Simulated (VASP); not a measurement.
# ZnCu2SnS4: U from linear response, part 3 of 3

Aim: the Hubbard U of ZnCu2SnS4 from the response of a shell to a shift of its potential. The start is a cell from a database of measured crystal structures.

VASP 6.6.1, plane waves and PAW; the level of theory is named at each step.

So far. Step 6 (Shifted potential, relaxed density, alpha -0.1): The run ends at a pressure of -1.45 GPa, with forces up to 0.67 eV/Å. Step 7 (Shifted potential, frozen density, alpha 0.1): Energy at zero smearing: -36.63417 eV.

## (8) Shifted potential, relaxed density, alpha 0.1

Level of this step: PBEsol, with a shift of one shell's potential, spin-polarised from an antiferromagnetic start; plane waves and PAW (Cu, Cu, Sn, Zn, S) (VASP).

INCAR reads:

```
SYSTEM = ZnCu2SnS4
PREC = Normal
ENCUT = 360
EDIFF = 1E-06
NELM = 150
ISMEAR = 0
SIGMA = 0.05
LREAL = .FALSE.
ALGO = Normal
GGA = PS
NBANDS = 40
ISPIN = 2
MAGMOM = 0.6 -0.6 0 0 0 0 0 0
LASPH = .TRUE.
LMAXMIX = 4
LORBIT = 11
LWAVE = .FALSE.
LCHARG = .FALSE.
KPAR = 2
AMIX = 0.2
BMIX = 1E-04
AMIX_MAG = 0.8
BMIX_MAG = 1E-04
LDAU = .TRUE.
LDAUTYPE = 3
LDAUL = 2 -1 -1 -1 -1
LDAUU = 0.1 0 0 0 0
LDAUJ = 0.1 0 0 0 0
```

POSCAR reads:

```
ZnCu2SnS4
1.0
   -2.7171000000      2.7171000000      5.4248000000
    2.7171000000     -2.7171000000      5.4248000000
    2.7171000000      2.7171000000     -5.4248000000
Cu Cu Sn Zn S
1 1 1 1 4
Direct
    0.7500000000      0.2500000000      0.5000000000
    0.0000000000      0.0000000000      0.0000000000
    0.5000000000      0.5000000000      0.0000000000
    0.2500000000      0.7500000000      0.5000000000
    0.6279900000      0.6283900000      0.5128000000
    0.8848100000      0.3720100000      0.0004000000
    0.1155900000      0.1151900000      0.4872000000
    0.3716100000      0.8844100000      0.9996000000
```

KPOINTS reads:

```
Automatic mesh
0
Gamma
4 4 4
0 0 0
```

PAW data sets: Cu, Cu, Sn, Zn and S (PBE family, release 64).

The run is started by

```console
$ mpirun -np 2 vasp_std
```

What it wrote:

```text
[... set-up lines as in an earlier step ...]
 entering main loop
       N       E                     dE             d eps       ncg     rms          rms(c)
DAV:   1    -0.366340635364E+02   -0.36634E+02   -0.31161E-03  3960   0.202E+00    0.141E-01
DAV:   2    -0.366336755700E+02    0.38797E-03   -0.27383E-03  3432   0.172E+00    0.252E-02
DAV:   3    -0.366336863647E+02   -0.10795E-04   -0.18963E-04  3352   0.176E-01    0.133E-02
DAV:   4    -0.366336834602E+02    0.29045E-05   -0.11754E-05  2744   0.663E-02    0.993E-03
DAV:   5    -0.366336816514E+02    0.18088E-05   -0.97826E-06  3304   0.327E-02    0.450E-03
DAV:   6    -0.366336814819E+02    0.16951E-06   -0.12683E-06  1760   0.115E-02
   1 F= -.36633681E+02 E0= -.36633681E+02  d E =-.832125E-06  mag=    -0.0000
```

The job ended after 26 s (2 MPI ranks of Intel Xeon Platinum 8259CL at 2.50GHz (Skylake/Cascade Lake), shared host; peak memory 0.51 GiB; 45 s of CPU time).

Parts of OUTCAR (step 8):

```text
  Total       -1.4808222     -1.4808222     -1.5921412      0.0000000      0.0000000      0.0000000
  in kB      -14.8101187    -14.8101187    -15.9234512      0.0000005      0.0000000      0.0000000
  external PRESSURE =     -15.1812295 kB  Pullay stress =       0.0000000 kB

 POSITION                                       TOTAL-FORCE (eV/Angst)
 -----------------------------------------------------------------------------------
      0.00000      2.71710      2.71240        -0.000000     -0.000000     -0.000000
      0.00000      0.00000      0.00000        -0.000000     -0.000000     -0.000000
      0.00000      0.00000      5.42480        -0.000000     -0.000000     -0.000000
      2.71710      0.00000      2.71240        -0.000000     -0.000000     -0.000000
      1.39442      1.39224      4.03377         0.183540      0.591736     -0.228100
     -1.39224      1.39442      6.81583        -0.591736      0.183540      0.228100
      1.32268      1.32486     -1.39103        -0.183540     -0.591736     -0.228100
      4.10934      1.32268      1.39103         0.591736     -0.183540      0.228100
 -----------------------------------------------------------------------------------
    total drift:                                0.000223      0.000222      0.000235

  FREE ENERGIE OF THE ION-ELECTRON SYSTEM (eV)
  ---------------------------------------------------
  free  energy   TOTEN  =       -36.6336814819 eV

  energy  without entropy=      -36.6336806497  energy(sigma->0) =      -36.63368107

 magnetization (x)
# of ion       s       p       d       tot
------------------------------------------
    1       -0.000   0.000   0.000   0.000
    2       -0.000  -0.000  -0.000  -0.000
    3       -0.000   0.000  -0.000  -0.000
    4        0.000   0.000  -0.000  -0.000
    5       -0.000  -0.000   0.000  -0.000
    6       -0.000  -0.000   0.000  -0.000
    7       -0.000  -0.000   0.000  -0.000
    8       -0.000  -0.000   0.000  -0.000
--------------------------------------------------
tot         -0.000   0.000   0.000   0.000

[... 2 parts as in an earlier step ...]

[... 1 further part left out ...]
[key lines of the parts left out:]
E-fermi :   4.4109
```

Energy at zero smearing: -36.63368 eV.

The run ends at a pressure of -1.52 GPa, with forces up to 0.66 eV/Å.

## (9) Shifted potential, frozen density, alpha 0.2

INCAR, as its differences from that of step 8:

```diff
@@ -26,3 +26,4 @@
 LDAUL = 2 -1 -1 -1 -1
-LDAUU = 0.1 0 0 0 0
-LDAUJ = 0.1 0 0 0 0
+LDAUU = 0.2 0 0 0 0
+LDAUJ = 0.2 0 0 0 0
+ICHARG = 11
```

POSCAR is that of step 8.

KPOINTS is that of step 8.

The run starts from files that an earlier step left in the folder.

The run is started by

```console
$ mpirun -np 2 vasp_std
```

What it wrote:

```text
[... set-up lines as in an earlier step ...]
 entering main loop
       N       E                     dE             d eps       ncg     rms          rms(c)
DAV:   1    -0.375644472148E+02   -0.37564E+02   -0.11935E-02  3952   0.400E+00
DAV:   2    -0.375649472961E+02   -0.50008E-03   -0.50008E-03  2608   0.334E-01
DAV:   3    -0.375649519045E+02   -0.46084E-05   -0.46081E-05  3328   0.412E-02
DAV:   4    -0.375649519426E+02   -0.38151E-07   -0.38299E-07  1744   0.396E-03
   1 F= -.37564952E+02 E0= -.37564952E+02  d E =-.113758E-06  mag=     0.0000
```

Elapsed: 17 s, on 2 MPI ranks; peak memory 0.49 GiB.

OUTCAR, selected parts (step 9):

```text
  Total        2.3503340      2.3503340      2.2427951      0.0000000      0.0000000     -0.0000000
  in kB       23.5063500     23.5063500     22.4308232      0.0000003      0.0000000     -0.0000000
  external PRESSURE =      23.1478411 kB  Pullay stress =       0.0000000 kB

 POSITION                                       TOTAL-FORCE (eV/Angst)
 -----------------------------------------------------------------------------------
      0.00000      2.71710      2.71240         0.000000      0.000000     -0.000000
      0.00000      0.00000      0.00000        -0.000000      0.000000     -0.000000
      0.00000      0.00000      5.42480        -0.000000      0.000000     -0.000000
      2.71710      0.00000      2.71240        -0.000000      0.000000      0.000000
      1.39442      1.39224      4.03377         0.192025      0.578965     -0.212377
     -1.39224      1.39442      6.81583        -0.578965      0.192025      0.212377
      1.32268      1.32486     -1.39103        -0.192025     -0.578965     -0.212377
      4.10934      1.32268      1.39103         0.578965     -0.192025      0.212377
 -----------------------------------------------------------------------------------
    total drift:                                0.000224      0.000223      0.000235

  FREE ENERGIE OF THE ION-ELECTRON SYSTEM (eV)
  ---------------------------------------------------
  free  energy   TOTEN  =       -37.5649519426 eV

  energy  without entropy=      -37.5649518289  energy(sigma->0) =      -37.56495189

[... 3 parts as in an earlier step ...]

[... 1 further part left out ...]
[key lines of the parts left out:]
E-fermi :   4.3926
```

Energy at zero smearing: -37.56495 eV.

## (10) Shifted potential, relaxed density, alpha 0.2

INCAR, as its differences from that of step 9:

```diff
@@ -28,2 +28 @@
 LDAUJ = 0.2 0 0 0 0
-ICHARG = 11
```

POSCAR is that of step 9.

KPOINTS is that of step 9.

The run is started by

```console
$ mpirun -np 2 vasp_std
```

What it wrote:

```text
[... set-up lines as in an earlier step ...]
 entering main loop
       N       E                     dE             d eps       ncg     rms          rms(c)
DAV:   1    -0.375644892633E+02   -0.37564E+02   -0.12087E-02  3952   0.402E+00    0.271E-01
DAV:   2    -0.375630301694E+02    0.14591E-02   -0.10098E-02  3384   0.333E+00    0.476E-02
DAV:   3    -0.375630813773E+02   -0.51208E-04   -0.77316E-04  3312   0.295E-01    0.270E-02
DAV:   4    -0.375630693330E+02    0.12044E-04   -0.46168E-05  3432   0.145E-01    0.196E-02
DAV:   5    -0.375630622430E+02    0.70900E-05   -0.28290E-05  3368   0.503E-02    0.872E-03
DAV:   6    -0.375630616537E+02    0.58935E-06   -0.32404E-06  2184   0.273E-02
   1 F= -.37563062E+02 E0= -.37563061E+02  d E =-.480348E-06  mag=    -0.0000
```

It took 30 s on 2 MPI ranks; peak memory 0.51 GiB; 52 s of CPU time.

OUTCAR, selected parts (step 10):

```text
  Total       -1.4922680     -1.4922680     -1.6061307      0.0000001      0.0000000     -0.0000000
  in kB      -14.9245911    -14.9245911    -16.0633635      0.0000006      0.0000000     -0.0000000
  external PRESSURE =     -15.3041819 kB  Pullay stress =       0.0000000 kB

 POSITION                                       TOTAL-FORCE (eV/Angst)
 -----------------------------------------------------------------------------------
      0.00000      2.71710      2.71240         0.000000      0.000000      0.000000
      0.00000      0.00000      0.00000         0.000000      0.000000      0.000000
      0.00000      0.00000      5.42480         0.000000      0.000000      0.000000
      2.71710      0.00000      2.71240         0.000000      0.000000      0.000000
      1.39442      1.39224      4.03377         0.183811      0.587757     -0.224971
     -1.39224      1.39442      6.81583        -0.587757      0.183811      0.224971
      1.32268      1.32486     -1.39103        -0.183811     -0.587757     -0.224971
      4.10934      1.32268      1.39103         0.587757     -0.183811      0.224971
 -----------------------------------------------------------------------------------
    total drift:                                0.000223      0.000222      0.000234

  FREE ENERGIE OF THE ION-ELECTRON SYSTEM (eV)
  ---------------------------------------------------
  free  energy   TOTEN  =       -37.5630616537 eV

  energy  without entropy=      -37.5630611733  energy(sigma->0) =      -37.56306141

 magnetization (x)
# of ion       s       p       d       tot
------------------------------------------
    1        0.000   0.000   0.000   0.000
    2       -0.000  -0.000   0.000  -0.000
    3       -0.000   0.000   0.000   0.000
    4       -0.000   0.000  -0.000  -0.000
    5        0.000   0.000   0.000   0.000
    6        0.000   0.000   0.000   0.000
    7        0.000   0.000   0.000   0.000
    8        0.000   0.000   0.000   0.000
--------------------------------------------------
tot         -0.000   0.000   0.000   0.000

[... 2 parts as in an earlier step ...]

[... 1 further part left out ...]
[key lines of the parts left out:]
E-fermi :   4.4055
```

Energy at zero smearing: -37.56306 eV.

The run ends at a pressure of -1.53 GPa, with forces up to 0.66 eV/Å.

## (11) Summary

This step: linear-response U, PBEsol; plane waves and PAW (VASP 6.6.1).

Derived from the runs above.

This step gave:

```yaml
bare_response: 0.1800 e/eV
screened_response: 0.08000 e/eV
u_from_linear_response: 6.944 eV
```

The change of the charge in the shell of the shifted atom, thousandths of an electron by potential shift:

| potential shift (eV) | frozen density (e) | relaxed density (e) |
| --- | --- | --- |
| -0.200 | -37 | -16 |
| -0.100 | -18 | -8 |
| 0.000 | 0 | 0 |
| 0.100 | 18 | 8 |
| 0.200 | 35 | 16 |

## (12) What came out

```json
{
  "U from linear response": "6.94 eV",
  "bare response": "0.180 e/eV",
  "screened response": "0.0800 e/eV"
}
```

**Reading.** Linear response gives U = 6.9 eV for the d shell of Cu. The moments of the start collapsed, so this U belongs to a non-magnetic state, which need not be the crystal's. U = 1/χ − 1/χ₀, with χ the screened and χ₀ the bare slope of the shell's charge; in this program a positive shift raises the charge. The charges are printed to three decimals, which adds noise to both slopes. The value belongs to this projector sphere, magnetic state and cell; a small cell changes it, since the images are shifted too. The bare response exceeds the screened one, as it must for a positive U.

[Lines on the potential files, build, host, timing and source positions are cut from VASP's logs without a mark.]

[Logs are printed without paths, hosts, clocks, repeated set-up lines and the standing remarks that a program may print on its own settings, such as how far it seeks lower states.]

[Hosts, paths, dates, database ids (printed as entryN), source tags and the programs' standing remarks are cut or masked in the printed files.]

[In band tables of VASP the shares of atoms and orbitals are scaled to a sum of 1 inside the atoms' spheres.]

[Runs that stopped without an error message from VASP are left out.]
